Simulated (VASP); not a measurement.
A convergence study with VASP on Au (space group Fm-3m): a few settings are varied, all else stays as given below, so the limit is that of these other settings.

```
Au
1.0
    0.00000     2.03388     2.03388
    2.03388     0.00000     2.03388
    2.03388     2.03388     0.00000
Au
1
Direct
  0.00000   0.00000   0.00000
```

Computed with PBEsol GGA, VASP's PBE PAW potentials (set 64) (plane waves; VASP). The last row used: 300 eV cut-off, 21×21×21 Γ-centred mesh, tetrahedra with Blöchl corrections, potentials Au.

```csv
setting,E (eV/atom),pressure (GPa),irreducible k-points
6×6×6 mesh,-3.9102,0.71,16
7×7×7 mesh,-3.9462,0.88,20
9×9×9 mesh,___,___,35
11×11×11 mesh,-3.9322,0.99,56
14×14×14 mesh,-3.9308,0.99,104
17×17×17 mesh,-3.9304,0.99,165
21×21×21 mesh,___,0.99,286
```

Problem. Fill in the missing entries.

Solution. 
- 21×21×21 mesh, E (eV/atom): -3.9303
- 9×9×9 mesh, E (eV/atom): -3.9359
- 9×9×9 mesh, pressure (GPa): 0.92

Left out are rungs that failed or repeat a setting and relaxations that didn't move; long series are thinned to 24 rows.

The structure is a typed Au crystal (space group no. 225). The cell was not relaxed at this level.
